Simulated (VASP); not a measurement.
BN:

```
B N
1.0
     0.00000    1.80750    1.80750
     1.80750    0.00000    1.80750
     1.80750    1.80750    0.00000
B N
1 1
Direct
  0.00000 0.00000 0.00000
  0.75000 0.75000 0.75000
```

Base run:

| Quantity | Value |
| --- | --- |
| Program | VASP 6.6.1 |
| Functional | TB-mBJ |
| Potentials or basis | VASP PAW PBE potentials, release 64 (B, N) |
| Cutoff | 520 eV |
| k mesh | 10 × 10 × 10 |
| Occupations | fermi-dirac, width 0.05 eV |
| Spin | no spin polarisation |

Its results: band gap on the k mesh 5.79 eV, indirect (least direct gap 10.30 eV).

Q: The run is repeated on the same cell with these changes: functional from TB-mBJ to r2SCAN. What comes out?

A: Band gap on the k mesh 4.98 eV, indirect (least direct gap 9.53 eV).

A k mesh can miss the band edges.

Not every run made on this cell is shown here.
